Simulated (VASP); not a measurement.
Input:

```xyz
4
Lattice="1.2799 -2.2169 0.0000 1.2799 2.2169 0.0000 0.0000 0.0000 7.1930" Properties=species:S:1:pos:R:3 pbc="T T T"
C      0.0000     0.0000     1.7982
C      0.0000     0.0000     5.3947
C      1.2799     0.7390     1.7982
C      1.2799    -0.7390     5.3947
```

Calculation: PBEsol GGA, VASP's PBE PAW potentials (set 64) (plane waves; VASP). Numerical set-up: 600 eV cut-off, 10×10×4 Γ-centred mesh, Gaussian smearing of 0.050 eV, potentials C.

Without a dispersion term in the relaxation, distances and binding between the weakly bound layers, chains or molecules are unreliable, and so is what depends on them.

**Question.** Estimate the energy per atom (σ→0), pressure.

**Answer.** 
| Property | Value |
|---|---|
| energy per atom (σ→0) | -9.548 eV/atom |
| pressure | -263.1 kbar |

Total energies compare only between runs with the same potentials, cut-off and functional.

The compound is C in the graphite structure. This cell was strained or had an atom moved on purpose.
